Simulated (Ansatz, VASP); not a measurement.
# Re (Rhenium) in two plane-wave programs

Wanted: the spread between two codes on one cell, functional and k mesh. The structure shown is the end of the Ansatz relaxation below.

Calculated with Ansatz 0.2.0; plane waves, with VASP 6.6.1 beside it; single point at PBEsol.

## (1) The structure

The structure is hexagonal, space group P6_3/mmc (No. 194). The conventional cell has a = 2.783 Å, b = 2.783 Å, c = 4.264 Å, α = 90.00°, β = 90.00°, γ = 120.00°. Nearest to Re lie 12 Re at 2.67 to 2.78 Å.

Structure file:

```cif
data_structure
_symmetry_space_group_name_H-M 'P6_3/mmc'
_symmetry_Int_Tables_number 194
_cell_length_a 2.7834
_cell_length_b 2.7834
_cell_length_c 4.2637
_cell_angle_alpha 90.000
_cell_angle_beta 90.000
_cell_angle_gamma 120.000
_cell_volume 28.61
loop_
_atom_site_label
_atom_site_type_symbol
_atom_site_symmetry_multiplicity
_atom_site_Wyckoff_symbol
_atom_site_fract_x
_atom_site_fract_y
_atom_site_fract_z
_atom_site_occupancy
Re1 Re 2 c 0.33333 0.66667 0.25000 1
```

## (2) Ansatz: relaxation, PBEsol

Ansatz runs on its PAW soft_1 files.

This run makes the geometry at which the two programs are then compared.

The input, input.yaml:

```yaml
crystal:
  lattice:
    - [2.7744419222, 0.0, 0.0]
    - [-1.3872209611, 2.4027371859, 0.0]
    - [0.0, 0.0, 4.2637016844]
  atoms:
    - { symbol: Re, position: [0.333333334, 0.666666666, 0.25] }
    - { symbol: Re, position: [0.666666666, 0.333333334, 0.75] }
kpoints:
  mp_grid: { grid: [18, 18, 12] }
hamiltonian:
  xc: pbesol
  pseudopotentials: { kind: paw, azcp: { folder: soft_1 }, xc_functional: pbe }
scf:
  occupations: { method: methfessel_paxton, width: 0.2 }
output:
  forces: true
  stress: true
  eigenvalues: true
relax:
  adjacent_minimum: "off"
  f_tol: 0.001
  max_steps: 60
  cell: { stress_tol: 0.01, fix: [c, angles] }
```

On the command line:

```bash
$ ansatz run input.yaml --threads 4 --pin off --max-ram 10240MiB --backend cpu --events-out ev --progress --plain --runs-dir out
```

Numbers of over 12 decimals in the logs are rounded to 6 here.

The log of the run:

```text
Warning: crystal.symmetry: narrowed to the stabiliser of the fixed cell quantities (relax.cell.fix) — unitary ops 24 → 8. The narrowing is safe, since a smaller group never makes results wrong: the run goes on under it, on as many k-points as the starting group would need, or more. Excluded: 16 operations that would move a fixed cell quantity at a test strain (relax.cell.fix fixes c, alpha, beta, gamma). The cell can leave their symmetry as it relaxes.
Engine: ansatz 0.2.0, x86_64-unknown-linux-gnu
Pseudopotentials: kind: paw
Pseudopotential: Re, paw, valence charge 15, recommended cutoff 420 eV (normal), soft_1/Re.paw.azcp
Functional definition: PBEsol
  exchange = pbesol_x
  correlation = pbesol_c
Crystal: 2 atoms, lattice volume = 28.423 Å³
Basis set: ecut = 420 eV, 567 PW (Γ), exchange–correlation on 40×40×60 points (8 copies of the dense FFT grid, shifted against one another)
Bands: 19, of which v1, the nominal top of the filled ones, is band 15 counted from 1 (14 counted from 0)
Symmetry: 8 space group operations
k-points: 637 of 3888
Non-local potential: Re, projectors of the file, l = 0: 3, l = 1: 2, l = 2: 2, l = 3: 1
PAW form: soft (Blöchl's): semilocal exchange-correlation on the pseudo side does not see the compensation charge
PAW frozen core: Re, regenerated for the run's functional, and the local potential with it (the file was generated under x = pbe(κ = 0.804, μ = 0.219515), c = pbe(β = 0.066725))
PAW one-centre angular grid: Re, 590 points (default); XC on 64 Gauss nodes
Initial density: superposition of atomic densities (chi_scale 0.1, normalization cell)
Initial wavefunctions: pseudopotential atomic-orbital guess
Functional: x = pbesol(κ = 0.804, μ = 0.123457), c = pbesol(β = 0.046)
SCF iter   1: F=—  HF=-21477.054388 eV  |F-HF|=—  |Δ(HF+E_count)|=         —  Δρ=6.18e-2  dr2=9.72e-1  ethr=3.10e-3  ⟨swp⟩=4.7  Hψ=48061  notcnv=0
preconditioner: auto → none  [metal: Δε(μ)=0.001 eV  Ē_g=6.647 eV  σ=0.200 eV  W_gap=0.00  n_scr=8 (ndim 8)  ℏωp=26.1 eV  f_vac=0.000  D(μ)=1.70/eV (n_scr^D=22)  sad-step TF]
SCF iter   2: F=—  HF=-21476.786586 eV  |F-HF|=—  |Δ(HF+E_count)|=   2.68e-1  S|Δr|=    0.00e0  Δρ=3.60e-2  dr2=3.18e-1  ethr=3.10e-3  ⟨swp⟩=2.0  Hψ=19425  notcnv=0  defer=4
SCF iter   3: F=—  HF=-21476.662343 eV  |F-HF|=—  |Δ(HF+E_count)|=   1.24e-1  S|Δr|=    0.00e0  Δρ=1.76e-3  dr2=3.30e-4  ethr=1.06e-3  ⟨swp⟩=3.0  Hψ=23563  notcnv=0  defer=4
SCF iter   4: F=—  HF=-21476.662617 eV  |F-HF|=—  |Δ(HF+E_count)|=   2.74e-4  S|Δr|=    0.00e0  Δρ=2.35e-4  dr2=1.80e-5  ethr=1.10e-6  ⟨swp⟩=2.1  Hψ=17354  notcnv=0  defer=4
SCF iter   5: F=—  HF=-21476.662610 eV  |F-HF|=—  |Δ(HF+E_count)|=   6.25e-6  S|Δr|=    0.00e0  Δρ=3.65e-5  dr2=2.60e-7  ethr=6.00e-8  ⟨swp⟩=2.0  Hψ=16513  notcnv=0  defer=4
SCF iter   6: F=-21476.662610 eV  HF=-21476.662610 eV  |F-HF|=1.76e-9  |Δ(HF+E_count)|=   2.83e-8  S|Δr|=    0.00e0  Δρ=8.22e-6  dr2=1.31e-8  ethr=3.33e-10  ⟨swp⟩=4.9  Hψ=49197  notcnv=0
SCF 1 converged in 6 iterations: F = -21476.662610 eV  dr2 = 1.31e-8
  greatest PAW one-centre occupation: 0.999 electrons in one spin orbital (limit 2), on the Re atom at site 1 (counted from 0), in its partial waves of l = 0
relax step   1: F+E_penalty+E_count = -21476.66261041 eV  Δ(F+E_penalty+E_count) = +0.000e0 eV  max|allowed force component| = 4.844e-9 eV/Å  Δτ_max = 0.0000 Å  P = +10.863 GPa  Ω = 28.423 Å³  fix = [c, alpha, beta, gamma]  reactions: c +26.702 GPa; gamma -0.000 GPa/rad  (6 SCF iters, dr2 threshold 1.00e-7 eV, accepted)
[...]
relax step   2: F+E_penalty+E_count = -21476.65663667 eV  Δ(F+E_penalty+E_count) = +5.974e-3 eV  max|allowed force component| = 2.522e-9 eV/Å  Δτ_max = 0.0000 Å  P = +2.910 GPa  Ω = 29.001 Å³  energy of the carried Pulay correction = -3.428e-4 eV  fix = [c, alpha, beta, gamma]  (4 SCF iters, dr2 threshold 2.00e-7 eV, rejected (line search))
[...]
relax step   3: F+E_penalty+E_count = -21476.66417565 eV  Δ(F+E_penalty+E_count) = -1.565e-3 eV  max|allowed force component| = 3.310e-9 eV/Å  Δτ_max = 0.0000 Å  P = +8.126 GPa  Ω = 28.614 Å³  energy of the carried Pulay correction = -1.142e-4 eV  fix = [c, alpha, beta, gamma]  reactions: c +24.594 GPa; gamma -0.000 GPa/rad  (7 SCF iters, accepted)
[...]
relax step   4: F+E_penalty+E_count = -21476.66418201 eV  Δ(F+E_penalty+E_count) = -6.367e-6 eV  max|allowed force component| = 1.360e-9 eV/Å  Δτ_max = 0.0000 Å  P = +8.222 GPa  Ω = 28.608 Å³  energy of the carried Pulay correction = -1.102e-4 eV  fix = [c, alpha, beta, gamma]  reactions: c +24.670 GPa; gamma +0.000 GPa/rad  (2 SCF iters, dr2 threshold 2.90e-8 eV, accepted)
[...]
relax step   5: F+E_penalty+E_count = -21476.66428986 eV  Δ(F+E_penalty+E_count) = -1.078e-4 eV  max|allowed force component| = 2.041e-9 eV/Å  Δτ_max = 0.0000 Å  P = +8.221 GPa  Ω = 28.608 Å³  fix = [c, alpha, beta, gamma]  reactions: c +24.667 GPa; gamma -0.000 GPa/rad  stress off target by 1.41e-3 GPa on what of the cell is left free  SCF on the basis re-selected at this cell (its energy is not comparable with the rows above)  (5 SCF iters)
basis re-selected at this cell: Δ(F+E_penalty+E_count) = -1.078e-4 eV, ΔP = -0.001 GPa vs the last step (what re-selecting the basis moved, of the pressure what is left beyond the Pulay correction that the steps carried, after the strain that the cell walked since its last selection, with what the two solves' SCF thresholds leave and, on support functions, any second-order correction that the steps lacked; it is no m [...]
SCF converged after 5 iterations
Stability not checked: this state was not tested for a lower state beside it, because cold or Methfessel-Paxton smearing, or corrected tetrahedra, fill the levels in a way that the test cannot read (fill_not_monotonic; see scf.lower_state_search)
Free energy (F): -21476.664290 eV
Harris-Foulkes:  -21476.664290 eV  (|F-HF|=3.64e-12)
Internal energy: -21476.665354 eV  (E = F + TS)
E sigma→0 (E₀):  -21476.664556 eV
Entropy (-TS):   0.001064 eV (0.532 meV/atom)
Fermi energy:    24.604884 eV
--- Per-component energies (eV) ---
  E_band       = -123.668352
  E_kinetic    = 1050.293882
  E_local      = -1506.214998  (includes V_loc(G=0)·N_el)
  E_nonlocal   = 165.605423
  E_hartree    = 528.312463
  E_xc         = -709.987223
  E_vxc        = -581.976117  (∫ρ·V_xc dr)
  E_paw        = -17152.458431  (= ΣΔE_a)
  E_vpaw       = -308.001574  (= ΣTr[D̂ρ^β])
  E_aug_tail   = 0.000112  (compensation charges beyond the density's cutoff)
  E_ewald      = -3852.683233
  E_core_change = 0.466653  (= ΣΔE_core)
  E_smearing   = 0.001064  (= −TS)
  E_closure    = 0.000000  (closes the sum)
  Σ components = -21476.664290   (vs F -21476.664290, Δ=0.00e0)
--- Forces (eV/Å), atoms counted from 1 ---
  atom   1  Re     0.00000000    -0.00000000    -0.00000000
  atom   2  Re    -0.00000000     0.00000000     0.00000000
  max |Σ_I F_I| component: 0.00e0 eV/Å
--- Stress (GPa, compression-positive) ---
       -0.001405       0.000000      -0.000000
        0.000000      -0.001405      -0.000000
       -0.000000      -0.000000      24.666678
  P = ⅓ Tr σ = 8.2213 GPa (82.213 kbar)
--- Band table (eV; the first three rows and the last of 637) ---
  k-point 0: bands = [... 11 lower, 22.8786, 23.6737, 23.9245, 23.9245, 24.3491, 24.3491, 25.9819, 28.1359]
  k-point 1: bands = [... 11 lower, 22.7943, 23.6069, 23.8455, 23.8455, 24.5278, 24.5278, 25.6973, 28.1742]
  k-point 2: bands = [... 11 lower, 22.6327, 23.4185, 23.6359, 23.6359, 24.9671, 24.9671, 24.9815, 28.2497]
  k-point 636: bands = [... 11 lower, 20.6220, 24.8167, 24.8167, 25.6052, 25.6052, 28.7833, 28.7833, 29.6433]
--- Relaxed structure (4 steps of the walk, 3 accepted, 1 SCFs on fresh bases) ---
  F+E_penalty+E_count = -21476.66428986 eV   max|allowed force component| = 2.041e-9 eV/Å   (the final SCF, on the basis selected at the relaxed cell)
  cell:  # Å, volume = 28.6075 Å³
    - [2.783438, 8.485941041150441e-19, 0]
    - [-1.391719, 2.410528, 0]
    - [0, 0, 4.2637016844]
  atoms:
    - { symbol: Re, position: [0.333333, 0.666667, 0.25] }
    - { symbol: Re, position: [0.666667, 0.333333, 0.750000] }
```

## (3) VASP: single point, PBEsol, pair 1

The same cell, functional, mesh and smearing now go to VASP, with its own data sets.

Lines of VASP's logs that name or quote its potential files are left out, and so is its time.

The input, INCAR:

```
SYSTEM = Re
PREC = Accurate
ENCUT = 600
EDIFF = 1E-06
NELM = 120
ISMEAR = 1
SIGMA = 0.2
LREAL = .FALSE.
ALGO = Normal
GGA = PS
NBANDS = 13
LASPH = .TRUE.
LORBIT = 11
LWAVE = .FALSE.
LCHARG = .FALSE.
ISIF = 2
GGA_COMPAT = .FALSE.
KPAR = 2
```

The input, POSCAR:

```
Re
1.0
    2.7834375365      0.0000000000      0.0000000000
   -1.3917187682      2.4105276164      0.0000000000
    0.0000000000      0.0000000000      4.2637016844
Re
2
Direct
    0.3333333333      0.6666666667      0.2500000000
    0.6666666667      0.3333333333      0.7500000000
```

The input, KPOINTS:

```
Automatic mesh
0
Gamma
18 18 12
0 0 0
```

PAW data sets: Re (PBE family, release 64).

On the command line:

```bash
$ mpirun -np 2 vasp_std
```

The log of the run:

```text
[banner, memory and clock lines left out]
running    2 mpi-ranks, on    1 nodes
 distrk:  each k-point on    1 cores,    2 groups
 distr:  one band on    1 cores,    1 groups

 POSCAR found type information on POSCAR Re
 POSCAR found :  1 types and       2 ions
|                                                                             |
|               ----> ADVICE to this user running VASP <----                  |
|                                                                             |
|     You enforced a specific xc type in the INCAR file but a different       |
|     [... a line on the potential file left out ...]
|     I HOPE YOU KNOW WHAT YOU ARE DOING!                                     |
|                                                                             |

 LDA part: xc-table for (Slater+PW92), standard interpolation
 POSCAR, INCAR and KPOINTS ok, starting setup
 FFT: planning ... GRIDC
 FFT: planning ... GRID_SOFT
 FFT: planning ... GRID
 WAVECAR not read
 entering main loop
       N       E                     dE             d eps       ncg     rms          rms(c)
DAV:   1     0.309320405592E+02    0.30932E+02   -0.73778E+03 12816   0.146E+03
DAV:   2    -0.254344070357E+02   -0.56366E+02   -0.47923E+02 11359   0.334E+02
DAV:   3    -0.280452812213E+02   -0.26109E+01   -0.23702E+01 11819   0.915E+01
DAV:   4    -0.280894095924E+02   -0.44128E-01   -0.42339E-01 10753   0.639E+00
DAV:   5    -0.280900690522E+02   -0.65946E-03   -0.65689E-03 11554   0.108E+00    0.469E+01
DAV:   6    -0.270260045100E+02    0.10641E+01   -0.85906E-01 11855   0.261E+01    0.201E+01
DAV:   7    -0.266614094367E+02    0.36460E+00   -0.61954E-01 12017   0.215E+01    0.452E-01
DAV:   8    -0.266501561903E+02    0.11253E-01   -0.73680E-03 10853   0.727E-01    0.136E-01
DAV:   9    -0.266493372243E+02    0.81897E-03   -0.40962E-04 11890   0.211E-01    0.480E-02
DAV:  10    -0.266493365553E+02    0.66899E-06   -0.60054E-05 11260   0.102E-01    0.157E-02
DAV:  11    -0.266493370187E+02   -0.46340E-06   -0.18806E-07  6800   0.185E-02
   1 F= -.26649337E+02 E0= -.26649695E+02  d E =0.107452E-02
```

OUTCAR, selected parts (step 3):

```text
ion  position               nearest neighbor table
   1  0.333  0.667  0.250-   2 2.67   2 2.67   2 2.67   2 2.67   2 2.67   2 2.67
   2  0.667  0.333  0.750-   1 2.67   1 2.67   1 2.67   1 2.67   1 2.67   1 2.67

  LATTYP: Found a hexagonal cell.
 ALAT       =     2.7834375365
 C/A-ratio  =     1.5318115203

 Subroutine GETGRP returns: Found 24 space group operations
 (whereof 12 operations were pure point group operations)

The static configuration has the point symmetry D_3d.
 The point group associated with its full space group is D_6h.

 Found    259 irreducible k-points:

   k-points           NKPTS =    259   k-points in BZ     NKDIM =    259   number of bands    NBANDS=     13

   dimension x,y,z NGX =    24 NGY =   24 NGZ =   36
   dimension x,y,z NGXF=    48 NGYF=   48 NGZF=   72

   ENCUT  =  600.0 eV  44.10 Ry    6.64 a.u.   5.56  5.56  8.52*2*pi/ulx,y,z

   NELECT =      14.0000    total number of electrons

 k-points in reciprocal lattice and weights: Automatic mesh
   0.00000000  0.00000000  0.00000000       0.000
   0.05555556 -0.00000000  0.00000000       0.002
   0.11111111 -0.00000000  0.00000000       0.002
   0.16666667 -0.00000000  0.00000000       0.002
   0.22222222 -0.00000000  0.00000000       0.002
   0.27777778  0.00000000  0.00000000       0.002
   0.33333333 -0.00000000  0.00000000       0.002
   0.38888889  0.00000000  0.00000000       0.002
   0.44444444 -0.00000000  0.00000000       0.002
[...]
0.33333333  0.27777778  0.50000000       0.003
   0.33333333  0.33333333  0.50000000       0.001

 average (electrostatic) potential at core
       1 -38.5353       2 -38.5353

 E-fermi :   8.0201

 k-point     1 :       0.0000    0.0000    0.0000
  band No.  band energies     occupation
    ...
      5       7.0886      2.00000
      6       7.3367      2.00002
      7       7.3367      2.00002
      8       7.7660      2.07031
      9       7.7660      2.07031
     10       9.3856     -0.00000
     11      11.5576     -0.00000
     12      11.5576     -0.00000
     13      19.0254      0.00000

 k-point     2 :       0.0556   -0.0000    0.0000
  band No.  band energies     occupation
    ...
      5       7.2445      2.00000
      6       7.3139      2.00001
      7       7.4429      2.00035
      8       7.6100      2.01354
      9       7.6653      2.03091
     10       8.8589     -0.00000
     11      11.6407     -0.00000
     12      12.2805      0.00000
     13      19.0476      0.00000

 k-point     3 :       0.1111   -0.0000    0.0000
  band No.  band energies     occupation
    ...
      5       6.9992      2.00000
      6       7.0181      2.00000
      7       7.4001      2.00011
      8       7.7234      2.05678
      9       7.7569      2.06866
     10       8.2509     -0.06922
     11      11.8538     -0.00000
     12      13.6259      0.00000
     13      19.0676      0.00000

  Total        0.0720593      0.0720593      4.4122601      0.0000000     -0.0000000      0.0000000
  in kB        4.0357153      4.0357153    247.1105489      0.0000000     -0.0000000      0.0000000
  external PRESSURE =      85.0606598 kB  Pullay stress =       0.0000000 kB

  energy-cutoff  :      600.00
  volume of cell :       28.61
      direct lattice vectors                 reciprocal lattice vectors
     2.783437537  0.000000000  0.000000000     0.359267987  0.207423469  0.000000000
    -1.391718768  2.410527616  0.000000000     0.000000000  0.414846938  0.000000000
     0.000000000  0.000000000  4.263701684     0.000000000  0.000000000  0.234537985

 POSITION                                       TOTAL-FORCE (eV/Angst)
 -----------------------------------------------------------------------------------
     -0.00000      1.60702      1.06593         0.000000      0.000000      0.000000
      1.39172      0.80351      3.19778         0.000000     -0.000000      0.000000
 -----------------------------------------------------------------------------------
    total drift:                               -0.000000      0.000000     -0.000000

  FREE ENERGIE OF THE ION-ELECTRON SYSTEM (eV)
  ---------------------------------------------------
  free  energy   TOTEN  =       -26.6493370187 eV

  energy  without entropy=      -26.6504115338  energy(sigma->0) =      -26.64969519

 total charge
# of ion       s       p       d       tot
------------------------------------------
    1        0.643   0.698   4.942   6.283
    2        0.643   0.698   4.942   6.283
--------------------------------------------------
tot          1.287   1.397   9.883  12.567

[... 3 further parts left out ...]
```

The data set Re keeps the semicore shell frozen, which is cheaper and a little less accurate.

## (4) Differences

Known differences besides the potentials themselves: the data sets hold 30 valence electrons in Ansatz (on its PAW soft_1 files) and 14 in VASP; the cutoff is 420 eV in Ansatz and 600 eV in VASP; Ansatz makes its cores anew for this functional, VASP keeps those of its PBE data sets; Ansatz's pressure holds a Pulay correction, VASP's none. Total energies have different zeros and are not compared.

Compared:

| quantity | Ansatz | VASP | difference |
| --- | --- | --- | --- |
| pressure (GPa) | 8.22 | 8.51 | -0.28 |

## (5) Ansatz: relaxation, PBEsol

This run makes the geometry at which the two programs are then compared. The cell compared in this pair holds 28.84 Å³, against 28.61 Å³ for the pair before.

The structure compared here is the end of the Ansatz relaxation.

input.yaml, the sections that differ from step 2:

```yaml
crystal:
  lattice:
    - [2.7579615623, 0.0, 0.0]
    - [-1.3789807811, 2.3884647757, 0.0]
    - [0.0, 0.0, 4.3525288028]
  atoms:
    - { symbol: Re, position: [0.3333333304, 0.6666666696, 0.25] }
    - { symbol: Re, position: [0.6666666696, 0.3333333304, 0.75] }
# kpoints, hamiltonian, scf, output, relax: as in step 2
```

On the command line:

```bash
$ ansatz run input.yaml --threads 4 --pin off --max-ram 10240MiB --backend cpu --events-out ev --progress --plain --runs-dir out
```

The log of the run:

```text
[...]
Crystal: 2 atoms, lattice volume = 28.671 Å³
Basis set: ecut = 420 eV, 573 PW (Γ), exchange–correlation on 40×40×60 points (8 copies of the dense FFT grid, shifted against one another)
Bands: 19, of which v1, the nominal top of the filled ones, is band 15 counted from 1 (14 counted from 0)
Symmetry: 8 space group operations
k-points: 637 of 3888
[...]
k-point 636: bands = [... 11 lower, 20.3227, 24.7105, 24.7105, 25.3747, 25.3747, 28.6944, 28.6944, 29.3813]
--- Relaxed structure (4 steps of the walk, 3 accepted, 1 SCFs on fresh bases) ---
[...]
cell:  # Å, volume = 28.8359 Å³
    - [2.765863, -2.8950044758732597e-11, 0.0]
    - [-1.382932, 2.395308, 0.0]
    - [0.0, 0.0, 4.3525288028]
  atoms:
    - { symbol: Re, position: [0.333333, 0.666667, 0.25] }
    - { symbol: Re, position: [0.666667, 0.333333, 0.750000] }
[key lines of the parts left out:]
SCF converged after 5 iterations
Free energy (F): -21476.731796 eV
Fermi energy:    24.387198 eV
P = ⅓ Tr σ = 4.0195 GPa (40.195 kbar)
```

(Part 1 of 2 ends here.)

[Lines on the potential files, build, host, timing and source positions are cut from VASP's logs without a mark.]

[Logs are printed without paths, hosts, clocks, repeated set-up lines and the standing remarks that a program may print on its own settings, such as how far it seeks lower states.]

[Hosts, paths, dates, database ids (printed as entryN), source tags and the programs' standing remarks are cut or masked in the printed files.]
